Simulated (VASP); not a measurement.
All values below come from PBEsol GGA, VASP's PBE PAW potentials (set 64) (plane waves; VASP).

VASP input:

**INCAR**
```
LREAL = .False.   ! projection in real space or not
IBRION = 2   ! conjugate gradients
SYSTEM = C
LASPH = .True.   ! aspherical one-centre terms
NSW = 30   ! most ionic steps
LWAVE = .False.
PREC = Accurate
ISIF = 2   ! forces and stress, cell fixed
NELM = 100   ! most electronic steps
ISMEAR = 0   ! Gaussian
ENCUT = 600
GGA = PS
EDIFFG = -0.01
SIGMA = 0.05
EDIFF = 1E-7   ! SCF stop (eV)
LCHARG = .False.
ALGO = Normal   ! blocked Davidson
```

### POSCAR
```
C
1
    0.0000000000     1.7783297413     1.7071965517
    1.7783297413     0.0000000000     1.7071965517
    1.7783297413     1.7783297413     0.0000000000
C
2
Direct
  0.0000000000   0.0000000000   0.0000000000
  0.2500000000   0.2500000000   0.2500000000
```

File KPOINTS:
```
Automatic mesh
0
Gamma
12 12 12
0 0 0
```

POTCAR, in this order: C (PBE.64 set). Program: vasp_std.

Q: Predict the energy per atom (σ→0), pressure.

A: 
```
Quantity                       Result
---------------------  --------------
energy per atom (σ→0)  -9596 meV/atom
pressure                    19.13 GPa
```

### OSZICAR
```
...
DAV:   6    -0.193876319153E+02    0.56458E+00   -0.43432E-01  2696   0.520E+00    0.351E+00
DAV:   7    -0.191919541583E+02    0.19568E+00   -0.47595E-01  3136   0.550E+00    0.770E-01
DAV:   8    -0.191920121725E+02   -0.58014E-04   -0.15667E-03  2640   0.499E-01    0.303E-02
DAV:   9    -0.191920163070E+02   -0.41345E-05   -0.33229E-05  3784   0.550E-02    0.234E-02
DAV:  10    -0.191920210906E+02   -0.47835E-05   -0.29344E-06  2816   0.209E-02    0.479E-03
DAV:  11    -0.191920209737E+02    0.11692E-06   -0.29073E-08  2656   0.175E-03    0.103E-03
DAV:  12    -0.191920209704E+02    0.32925E-08   -0.22806E-09  1312   0.615E-04
   1 F= -.19192021E+02 E0= -.19192021E+02  d E =-.191920E+02
```

The compound is C in the diamond structure. This cell was strained or had an atom moved on purpose.
